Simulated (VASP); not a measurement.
Input for VASP

INCAR:
```
SYSTEM = MgSe
PREC = Accurate
ENCUT = 400
EDIFF = 1E-6
NELM = 100
ALGO = Normal
LREAL = .FALSE.
LASPH = .TRUE.
ISMEAR = 0
SIGMA = 0.05
GGA = PE
LMAXMIX = 4
LWAVE = .FALSE.
LCHARG = .FALSE.
IBRION = 2
ISIF = 3
NSW = 60
EDIFFG = -0.01
```

**KPOINTS**
```
Automatic mesh
0
Gamma
8 8 8
0 0 0
```

### POSCAR
```
MgSe
1
    0.0000000000     2.7337250000     2.7337250000
    2.7337250000     0.0000000000     2.7337250000
    2.7337250000     2.7337250000     0.0000000000
Mg Se
1 1
Direct
  0.0000000000   0.0000000000   0.0000000000
  0.5000000000   0.5000000000   0.5000000000
```

POTCAR, in this order: Mg Se (PBE.64 set). Program: vasp_std.

Q: Write an equivalent input for Ansatz.

A: One equivalent input (not run):
Ansatz 0.2 input:
```yaml
crystal:
  lattice:
    - [0.0000000, 2.7337250, 2.7337250]
    - [2.7337250, 0.0000000, 2.7337250]
    - [2.7337250, 2.7337250, 0.0000000]
  atoms:
    - { symbol: Mg, position: [0.0000000, 0.0000000, 0.0000000] }
    - { symbol: Se, position: [0.5000000, 0.5000000, 0.5000000] }
kpoints:
  mp_grid: { grid: [8, 8, 8] }
hamiltonian:
  xc: pbe
  pseudopotentials: { kind: paw }
scf:
  occupations: { method: gaussian, width: 0.05 }
  max_iter: 100
relax:
  max_steps: 60
  f_tol: 0.01
  cell: {}
output: { forces: true, stress: true, eigenvalues: true }
```
Limits of the translation: each code has its own PAW files, so the cut-off isn't converted (ENCUT is set for VASP's; basis.ecutwfc is left out, and Ansatz then takes the one that its files recommend); Ansatz stops its SCF on the density residual and VASP on the energy change (EDIFF).

The structure comes from a computed database's MgSe entry (Fm-3m); how it stands against other phases isn't given here. This run relaxes it. Symmetry was kept, so distortions that lower it aren't found.
